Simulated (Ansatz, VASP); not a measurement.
**Sb (Antimony) in two plane-wave programs**

Aim: how closely do two programs agree when they are given the same cell, functional and k mesh? The cell is taken from a series of runs on this material, whose earlier steps may have relaxed, scaled, displaced or heated it; both programs get it as it stands.

Program: Ansatz 0.2.0. Level of theory: plane waves, with VASP 6.6.1 beside it; zone-centre phonons at LDA. Results are calculated unless marked as measured.

## Step 1: Starting point

It takes space group R-3m (No. 166, trigonal). Conventional cell: a = 4.342 Å, b = 4.342 Å, c = 11.371 Å, α = 90.00°, β = 90.00°, γ = 120.00°. Nearest to Sb lie 3 Sb at 2.92 Å.

As a file:

```xyz
2
Lattice="2.1712 1.2535 3.7903 -2.1712 1.2535 3.7903 0.0000 -2.5071 3.7903" Properties=species:S:1:pos:R:3 pbc="T T T"
Sb    0.0000    0.0000    2.6473
Sb    0.0000    0.0000    8.7236
```

## Step 2: VASP: zone-centre phonons, LDA

Second derivatives magnify differences that forces hide, and they need a tight electronic threshold.

Lines of VASP's logs that name or quote its potential files are left out, and so is its time.

The input, INCAR:

```
SYSTEM = Sb
PREC = Accurate
ENCUT = 500
EDIFF = 1E-08
NELM = 120
ISMEAR = 1
SIGMA = 0.2
LREAL = .FALSE.
ALGO = Normal
GGA = CA
NBANDS = 11
LORBIT = 11
LWAVE = .FALSE.
LCHARG = .FALSE.
ISIF = 2
IBRION = 8
LASPH = .TRUE.
GGA_COMPAT = .FALSE.
KPAR = 2
```

The input, POSCAR:

```
Sb
1.0
    2.1711841755      1.2535337682      3.7903050965
   -2.1711841755      1.2535337682      3.7903050965
    0.0000000000     -2.5070675363      3.7903050965
Sb
2
Direct
    0.2328148676      0.2328148676      0.2328148676
    0.7671851324      0.7671851324      0.7671851324
```

The input, KPOINTS:

```
Automatic mesh
0
Gamma
12 12 12
0 0 0
```

The projector-augmented-wave data sets are Sb (LDA family, release 64).

The run is started by

```sh
$ mpirun -np 2 vasp_std
```

Numbers of over 12 decimals in the logs are rounded to 6 here.

The log of the run:

```text
[banner, memory and clock lines left out]
running    2 mpi-ranks, on    1 nodes
 distrk:  each k-point on    1 cores,    2 groups
 distr:  one band on    1 cores,    1 groups

 POSCAR found type information on POSCAR Sb
 POSCAR found :  1 types and       2 ions
 LDA part: xc-table for (Slater(with rela. corr.)+CA(PZ))
 , standard interpolation
 POSCAR, INCAR and KPOINTS ok, starting setup
 FFT: planning ... GRIDC
 FFT: planning ... GRID_SOFT
 FFT: planning ... GRID
 WAVECAR not read
 entering main loop
       N       E                     dE             d eps       ncg     rms          rms(c)
DAV:   1     0.362188287599E+02    0.36219E+02   -0.34923E+03  4158   0.691E+02
DAV:   2    -0.762087107801E+01   -0.43840E+02   -0.42549E+02  5615   0.112E+02
DAV:   3    -0.960977471908E+01   -0.19889E+01   -0.19644E+01  5016   0.276E+01
DAV:   4    -0.962782911706E+01   -0.18054E-01   -0.18050E-01  4721   0.317E+00
DAV:   5    -0.962806462836E+01   -0.23551E-03   -0.23551E-03  4835   0.398E-01    0.305E+00
DAV:   6    -0.961130078822E+01    0.16764E-01   -0.42820E-03  4707   0.347E-01    0.181E+00
DAV:   7    -0.960197591657E+01    0.93249E-02   -0.90402E-03  4533   0.500E-01    0.573E-02
DAV:   8    -0.960198113837E+01   -0.52218E-05   -0.28529E-04  4701   0.117E-01    0.210E-02
DAV:   9    -0.960198618898E+01   -0.50506E-05   -0.21443E-05  4749   0.283E-02    0.731E-03
DAV:  10    -0.960198575899E+01    0.42999E-06   -0.26874E-06  4707   0.895E-03    0.110E-03
DAV:  11    -0.960198581600E+01   -0.57014E-07   -0.19581E-07  4713   0.296E-03    0.470E-04
DAV:  12    -0.960198581512E+01    0.88278E-09   -0.14221E-08  3098   0.666E-04
   1 F= -.96019858E+01 E0= -.96026295E+01  d E =0.193093E-02
 Linear response reoptimize wavefunctions to high precision
DAV:   1    -0.960198581528E+01   -0.15825E-09   -0.30382E-09  4469   0.359E-04
DAV:   2    -0.960198581529E+01   -0.99476E-11   -0.17160E-10  2388   0.888E-05
 Linear response DOF=           2
 Linear response progress:
  Degree of freedom:   1/  2
       N       E                     dE             d eps       ncg     rms          rms(c)
RMM:   1    -0.258885049239E-01   -0.25889E-01    0.24052E-02 38878   0.119E+00
RMM:   2    -0.256568921398E-01    0.23161E-03   -0.17103E-03 30061   0.247E-01    0.461E-02
RMM:   3    -0.256375698792E-01    0.19322E-04   -0.50530E-05 31878   0.412E-02    0.269E-02
RMM:   4    -0.256456190861E-01   -0.80492E-05   -0.21857E-05 32138   0.184E-02    0.242E-03
RMM:   5    -0.256503991284E-01   -0.47800E-05   -0.20086E-06 32660   0.360E-03    0.964E-04
RMM:   6    -0.256516963173E-01   -0.12972E-05   -0.10132E-07 31294   0.916E-04    0.302E-04
RMM:   7    -0.256509610712E-01    0.73525E-06    0.17793E-07 33263   0.227E-04    0.736E-05
RMM:   8    -0.256508598030E-01    0.10127E-06    0.39432E-08 33854   0.464E-05    0.143E-05
RMM:   9    -0.256508521487E-01    0.76543E-08   -0.57937E-09 33774   0.113E-05    0.198E-06
 first order change of Fermi-energy  -0.32871E-04
 force on displaced ion       1 direction 1 :  -2.661   0.000   0.000
 Linear response progress:
  Degree of freedom:   2/  2
       N       E                     dE             d eps       ncg     rms          rms(c)
RMM:   1    -0.271779019291E-01   -0.27178E-01    0.17965E-02  8077   0.120E+00
RMM:   2    -0.261429525120E-01    0.10349E-02   -0.16767E-03  6460   0.255E-01    0.479E-02
RMM:   3    -0.260140704038E-01    0.12888E-03   -0.53292E-05  6916   0.464E-02    0.285E-02
RMM:   4    -0.259115443015E-01    0.10253E-03   -0.31837E-05  6753   0.262E-02    0.771E-03
RMM:   5    -0.259122889745E-01   -0.74467E-06   -0.83474E-07  6971   0.532E-03    0.280E-03
RMM:   6    -0.259135813728E-01   -0.12924E-05   -0.65443E-08  7058   0.120E-03    0.750E-04
RMM:   7    -0.259131998635E-01    0.38151E-06    0.63354E-09  7108   0.364E-04    0.262E-04
RMM:   8    -0.259132393699E-01   -0.39506E-07    0.28495E-09  7211   0.713E-05    0.310E-05
RMM:   9    -0.259132689328E-01   -0.29563E-07   -0.13506E-10  7217   0.224E-05    0.134E-05
RMM:  10    -0.259132692885E-01   -0.35567E-09    0.37262E-10  7328   0.769E-06    0.557E-06
 first order change of Fermi-energy   0.60997E+00
 force on displaced ion       1 direction 3 :   0.000  -0.000  -5.108
 Linear response finished
```

Parts of OUTCAR (step 2):

```text
ion  position               nearest neighbor table
   1  0.233  0.233  0.233-   2 2.92   2 2.92   2 2.92   2 3.39   2 3.39   2 3.39
   2  0.767  0.767  0.767-   1 2.92   1 2.92   1 2.92   1 3.39   1 3.39   1 3.39

  LATTYP: Found a trigonal (rhomboedric) cell.
 ALAT       =     4.5444251954
 COS(alpha) =     0.5434741144

 Subroutine GETGRP returns: Found 12 space group operations
 (whereof 12 operations were pure point group operations)

The static configuration has the point symmetry D_3d.

 Found    189 irreducible k-points:

   k-points           NKPTS =    189   k-points in BZ     NKDIM =    189   number of bands    NBANDS=     11

   dimension x,y,z NGX =    36 NGY =   36 NGZ =   36
   dimension x,y,z NGXF=    72 NGYF=   72 NGZF=   72

   ENCUT  =  500.0 eV  36.75 Ry    6.06 a.u.   8.29  8.29  8.29*2*pi/ulx,y,z

   NELECT =      10.0000    total number of electrons

 k-points in reciprocal lattice and weights: Automatic mesh
   0.00000000  0.00000000  0.00000000       0.001
   0.08333333  0.00000000  0.00000000       0.003
   0.16666667 -0.00000000  0.00000000       0.003
   0.25000000 -0.00000000  0.00000000       0.003
   0.33333333 -0.00000000  0.00000000       0.003
   0.41666667 -0.00000000  0.00000000       0.003
   0.50000000 -0.00000000  0.00000000       0.002
   0.08333333  0.08333333  0.00000000       0.003
   0.16666667  0.08333333  0.00000000       0.007
[...]
-0.41666667  0.50000000  0.41666667       0.003
   0.50000000  0.50000000  0.50000000       0.001

 average (electrostatic) potential at core
       1 -87.0543       2 -87.0543

  Total       -0.7624543     -0.7624543     -0.8043526     -0.0000000     -0.0000000      0.0000000
  in kB      -19.7363240    -19.7363240    -20.8208731     -0.0000000     -0.0000000      0.0000000
  external PRESSURE =     -20.0978404 kB  Pullay stress =       0.0000000 kB

  energy-cutoff  :      500.00
  volume of cell :       61.90
      direct lattice vectors                 reciprocal lattice vectors
     2.171184176  1.253533768  3.790305097     0.230289077  0.132957461  0.087943668
    -2.171184176  1.253533768  3.790305097    -0.230289077  0.132957461  0.087943668
     0.000000000 -2.507067536  3.790305097     0.000000000 -0.265914921  0.087943668

 POSITION                                       TOTAL-FORCE (eV/Angst)
 -----------------------------------------------------------------------------------
      0.00000      0.00000      2.64732         0.000000      0.000000      0.065305
      0.00000      0.00000      8.72360         0.000000     -0.000000     -0.065305
 -----------------------------------------------------------------------------------
    total drift:                                0.000000      0.000000     -0.000000

 Eigenvectors and eigenvalues of the dynamical matrix
 ----------------------------------------------------

   1 f  =    4.528535 THz    28.453623 2PiTHz  151.055660 cm-1    18.728507 meV
             X         Y         Z           dx          dy          dz
      0.000000  0.000000  2.647318     0.000000    0.000000    0.707107
      0.000000  0.000000  8.723597    -0.000000   -0.000000   -0.707107

   2 f  =    3.268457 THz    20.536321 2PiTHz  109.023991 cm-1    13.517246 meV
             X         Y         Z           dx          dy          dz
      0.000000  0.000000  2.647318     0.707107    0.000000    0.000000
      0.000000  0.000000  8.723597    -0.707107    0.000000    0.000000

   3 f  =    3.268457 THz    20.536321 2PiTHz  109.023991 cm-1    13.517246 meV
             X         Y         Z           dx          dy          dz
      0.000000  0.000000  2.647318     0.000000    0.707107   -0.000000
      0.000000  0.000000  8.723597    -0.000000   -0.707107    0.000000

   4 f  =    0.000000 THz     0.000000 2PiTHz    0.000002 cm-1     0.000000 meV
             X         Y         Z           dx          dy          dz
      0.000000  0.000000  2.647318    -0.000000    0.682745   -0.184010
      0.000000  0.000000  8.723597    -0.000000    0.682745   -0.184010

   5 f  =    0.000000 THz     0.000000 2PiTHz    0.000001 cm-1     0.000000 meV
             X         Y         Z           dx          dy          dz
      0.000000  0.000000  2.647318    -0.000000    0.184010    0.682745
      0.000000  0.000000  8.723597    -0.000000    0.184010    0.682745

   6 f/i=    0.000000 THz     0.000000 2PiTHz    0.000000 cm-1     0.000000 meV
             X         Y         Z           dx          dy          dz
      0.000000  0.000000  2.647318     0.707107    0.000000   -0.000000
      0.000000  0.000000  8.723597     0.707107    0.000000   -0.000000

 ELASTIC MODULI CONTR FROM IONIC RELAXATION (kBar)
 Direction    XX          YY          ZZ          XY          YZ          ZX
 --------------------------------------------------------------------------------
 XX        -107.3668    -56.2572   -141.8185      0.0000     78.8653     -0.0000
 YY         -56.2572   -107.3668   -141.8185     -0.0000    -78.8653      0.0000
 ZZ        -141.8185   -141.8185   -245.8381     -0.0000     -0.0000      0.0000
 XY           0.0000     -0.0000     -0.0000    -25.5548     -0.0000     76.0498
 YZ          78.8653    -78.8653     -0.0000     -0.0000   -243.3884      0.0000
 ZX          -0.0000      0.0000      0.0000     76.0498      0.0000   -226.3203
 --------------------------------------------------------------------------------
```

## Step 3: Ansatz: zone-centre phonons, LDA

Ansatz runs on its PAW soft_1 files.

The same cell, functional (in two slightly different forms), mesh and smearing now go to Ansatz, which takes its cutoff from its data sets.

The input, input.yaml:

```yaml
crystal:
  lattice:
    - [2.1711841755, 1.2535337682, 3.7903050965]
    - [-2.1711841755, 1.2535337682, 3.7903050965]
    - [0.0, -2.5070675363, 3.7903050965]
  atoms:
    - { symbol: Sb, position: [0.2328148676, 0.2328148676, 0.2328148676] }
    - { symbol: Sb, position: [0.7671851324, 0.7671851324, 0.7671851324] }
kpoints:
  mp_grid: { grid: [12, 12, 12] }
hamiltonian:
  xc: lda
  pseudopotentials: { kind: paw, azcp: { folder: soft_1 }, xc_functional: pbe }
scf:
  occupations: { method: methfessel_paxton, width: 0.2 }
output:
  eigenvalues: true
phonons:
  method: dfpt
```

The run is started by

```sh
$ ansatz run input.yaml --threads 4 --pin off --max-ram 10240MiB --backend cpu --events-out ev --progress --plain --runs-dir out
```

The log of the run:

```text
Engine: ansatz 0.2.0, x86_64-unknown-linux-gnu
Pseudopotentials: kind: paw
Pseudopotential: Sb, paw, valence charge 15, recommended cutoff 420 eV (normal), soft_1/Sb.paw.azcp
Functional definition: SPW92
  exchange = slater_x
  correlation = pw_c
Crystal: 2 atoms, lattice volume = 61.895 Å³
Basis set: ecut = 420 eV, 1219 PW (Γ), exchange–correlation on 64×64×64 points (8 copies of the dense FFT grid, shifted against one another)
Bands: 19, of which v1, the nominal top of the filled ones, is band 15 counted from 1 (14 counted from 0)
Symmetry: 12 space group operations
k-points: 476 of 1728 (irreducible under 2 space group operations, time reversal used)
Non-local potential: Sb, projectors of the file, l = 0: 2, l = 1: 2, l = 2: 2, l = 3: 1
PAW form: soft (Blöchl's): semilocal exchange-correlation on the pseudo side does not see the compensation charge
PAW frozen core: Sb, regenerated for the run's functional, and the local potential with it (the file was generated under x = pbe(κ = 0.804, μ = 0.219515), c = pbe(β = 0.066725))
PAW one-centre angular grid: Sb, 590 points (default); XC on 64 Gauss nodes
Initial density: superposition of atomic densities (chi_scale 0.1, normalization cell)
Initial wavefunctions: pseudopotential atomic-orbital guess
Functional: x = slater, c = lda
SCF iter   1: F=—  HF=-12671.770922 eV  |F-HF|=—  |Δ(HF+E_count)|=         —  Δρ=1.49e-2  dr2=1.13e-1  ethr=3.10e-3  ⟨swp⟩=6.0  Hψ=47787  notcnv=0
preconditioner: auto → Kerker (q_TF=auto, 2.418 Å⁻¹)  [metal: Δε(μ)=0.104 eV  Ē_g=8.592 eV  σ=0.200 eV  W_gap=0.41  n_scr=14 (ndim 8)  ℏωp=14.9 eV  f_vac=0.000  D(μ)=0.09/eV (n_scr^D=0)]
SCF iter   2: F=—  HF=-12671.751604 eV  |F-HF|=—  |Δ(HF+E_count)|=   1.93e-2  S|Δr|=    0.00e0  Δρ=9.43e-3  dr2=4.84e-2  ethr=3.75e-4  ⟨swp⟩=1.1  Hψ=12903  notcnv=0
SCF iter   3: F=—  HF=-12671.741879 eV  |F-HF|=—  |Δ(HF+E_count)|=   9.72e-3  S|Δr|=    0.00e0  Δρ=1.38e-3  dr2=1.96e-3  ethr=1.61e-4  ⟨swp⟩=2.0  Hψ=16105  notcnv=0
SCF iter   4: F=—  HF=-12671.741665 eV  |F-HF|=—  |Δ(HF+E_count)|=   2.14e-4  S|Δr|=    0.00e0  Δρ=4.51e-4  dr2=2.11e-4  ethr=6.53e-6  ⟨swp⟩=2.6  Hψ=11405  notcnv=0
SCF iter   5: F=—  HF=-12671.741680 eV  |F-HF|=—  |Δ(HF+E_count)|=   1.49e-5  S|Δr|=    0.00e0  Δρ=1.43e-4  dr2=1.32e-5  ethr=7.02e-7  ⟨swp⟩=3.0  Hψ=16485  notcnv=0
SCF iter   6: F=—  HF=-12671.741674 eV  |F-HF|=—  |Δ(HF+E_count)|=   5.75e-6  S|Δr|=    0.00e0  Δρ=2.92e-5  dr2=3.08e-7  ethr=4.40e-8  ⟨swp⟩=2.0  Hψ=16188  notcnv=0
SCF iter   7: F=—  HF=-12671.741673 eV  |F-HF|=—  |Δ(HF+E_count)|=   9.35e-7  S|Δr|=    0.00e0  Δρ=1.03e-5  dr2=4.15e-8  ethr=1.03e-9  ⟨swp⟩=2.0  Hψ=16142  notcnv=0
SCF iter   8: F=—  HF=-12671.741673 eV  |F-HF|=—  |Δ(HF+E_count)|=  8.93e-10  S|Δr|=    0.00e0  Δρ=1.91e-6  dr2=3.76e-9  ethr=1.38e-10  ⟨swp⟩=2.4  Hψ=16232  notcnv=0
SCF iter   9: F=—  HF=-12671.741673 eV  |F-HF|=—  |Δ(HF+E_count)|=  1.27e-11  S|Δr|=    0.00e0  Δρ=5.62e-7  dr2=3.73e-10  ethr=1.25e-11  ⟨swp⟩=2.0  Hψ=10608  notcnv=0
SCF iter  10: F=—  HF=-12671.741673 eV  |F-HF|=—  |Δ(HF+E_count)|=  5.82e-11  S|Δr|=    0.00e0  Δρ=2.11e-7  dr2=2.58e-11  ethr=1.24e-12  ⟨swp⟩=3.0  Hψ=16377  notcnv=0
SCF iter  11: F=-12671.741673 eV  HF=-12671.741673 eV  |F-HF|=0.00e0  |Δ(HF+E_count)|=  3.64e-12  S|Δr|=    0.00e0  Δρ=7.83e-8  dr2=4.37e-12  ethr=1.00e-12  ⟨swp⟩=6.0  Hψ=36746  notcnv=0
SCF 1 converged in 11 iterations: F = -12671.741673 eV  dr2 = 4.37e-12
  greatest PAW one-centre occupation: 0.997 electrons in one spin orbital (limit 2), on the Sb atom at site 1 (counted from 0), in its partial waves of l = 2
DFPT response loops at Γ: preconditioner auto → Kerker (q_TF=auto, 2.418 Å⁻¹) (partly filled bands, converged f_vac=0.003); β = 1.00, the filter's whole step (`scf.mixing.beta` (0.50) is not read by the response loops under this deck's `scf.mixing.preconditioner`; to damp them name `kerker` or `kerker_dos`, under which they read `scf.mixing.beta`, and type it under 1.00, their step now; both keys bind the ground state too); Broyden in place of MSR1
SCF converged after 11 iterations
Stability not checked: this state was not tested for a lower state beside it, because cold or Methfessel-Paxton smearing, or corrected tetrahedra, fill the levels in a way that the test cannot read (fill_not_monotonic; see scf.lower_state_search)
Free energy (F): -12671.741673 eV
Harris-Foulkes:  -12671.741673 eV  (|F-HF|=0.00e0)
Internal energy: -12671.743459 eV  (E = F + TS)
E sigma→0 (E₀):  -12671.742120 eV
Entropy (-TS):   0.001785 eV (0.893 meV/atom)
Fermi energy:    9.535655 eV
--- Per-component energies (eV) ---
  E_band       = -349.097042
  E_kinetic    = 327.354807
  E_local      = -3218.816826  (includes V_loc(G=0)·N_el)
  E_nonlocal   = 787.238926
  E_hartree    = 1327.822315
  E_xc         = -197.364159
  E_vxc        = -182.776549  (∫ρ·V_xc dr)
  E_paw        = -8789.332365  (= ΣΔE_a)
  E_vpaw       = -717.742283  (= ΣTr[D̂ρ^β])
  E_aug_tail   = 0.000246  (compensation charges beyond the density's cutoff)
  E_ewald      = -2909.764025
  E_core_change = 1.117622  (= ΣΔE_core)
  E_smearing   = 0.001785  (= −TS)
  E_closure    = -0.000000  (closes the sum)
  Σ components = -12671.741673   (vs F -12671.741673, Δ=0.00e0)
--- Band table (eV; the first three rows and the last of 476) ---
  k-point 0: bands = [... 11 lower, 4.5124, 7.6346, 7.8556, 7.8556, 11.6095, 12.2257, 12.2257, 14.8513]
  k-point 1: bands = [... 11 lower, 4.2083, 7.6629, 7.8364, 7.9518, 11.5843, 12.0131, 12.0576, 14.4741]
  k-point 2: bands = [... 11 lower, 3.4644, 7.6642, 7.7904, 8.2094, 11.3254, 11.5464, 11.6182, 14.2398]
  k-point 475: bands = [... 11 lower, 0.7122, 8.3217, 8.3217, 9.0020, 9.7924, 9.7924, 10.6627, 16.5087]
--- Phonons (Γ-DFPT): 2 representative perturbations + reference, on 476 of 1728 k-points (Σ response iterations 6) ---
  k mesh reduced under 2 symmetry operations, with k and −k counted as one. Each operation leaves every solved perturbation unchanged. A smaller set is not used because it would not reduce the number of displacements times k-points to solve
  ASR residual: 3.020e-5 → 0.000e0 eV/Å²; symmetrization residual: 2.683e-5 eV/Å²
  ASR residual per site (eV/Å²): 3.02e-5 3.02e-5
  Γ frequencies (cm⁻¹): 0.00 0.00 0.00 105.87 105.87 148.50
  non-analytic LO–TO correction: not included (Born effective charges unavailable; polar crystals: no LO–TO splitting at Γ)
```

## Step 4: Comparison

Known differences besides the potentials themselves: the two LDA forms differ slightly; the data sets hold 30 valence electrons in Ansatz (on its PAW soft_1 files) and 10 in VASP; the cutoff is 420 eV in Ansatz and 500 eV in VASP; VASP's log shows a relativistic correction to its local exchange, Ansatz's none. Total energies have different zeros and are not compared.

Compared:

| quantity | Ansatz | VASP | difference |
| --- | --- | --- | --- |
| optical mode 1 to 2 (cm⁻¹) | 105.9 | 109.0 | -2.89 % |
| optical mode 3 (cm⁻¹) | 148.5 | 151.1 | -1.69 % |

Modes are paired by rising frequency, not by their patterns, so a pair may set unlike modes beside each other; they are those without the splitting of longitudinal modes.

## Step 5: Results

```yaml
r_m_s_difference_of_the_optical_zone_centre_modes_each_program_s_sorted_by_frequency_zone_centre_phonons_lda: 3.0 cm⁻¹
difference_in_optical_mode_1_to_2_zone_centre_phonons_lda: -2.9 %
```

The r.m.s. difference of the optical zone-centre modes, each program's sorted by frequency is 3.0 cm⁻¹ (zone-centre phonons, LDA). The data sets hold unlike numbers of valence electrons (30 in Ansatz and 10 in VASP), so part of the differences comes from the potentials. Among the rows given in per cent, the largest difference of the zone-centre phonons, LDA pair is in optical mode 1 to 2, -2.9 %. Such differences can come from data sets, numerical settings and the points named under the comparisons, not from the functional's error against experiment.

[Lines on the potential files, build, host, timing and source positions are cut from VASP's logs without a mark.]

[Logs are printed without paths, hosts, clocks, repeated set-up lines and the standing remarks that a program may print on its own settings, such as how far it seeks lower states.]

[Hosts, paths, dates, database ids (printed as entryN), source tags and the programs' standing remarks are cut or masked in the printed files.]
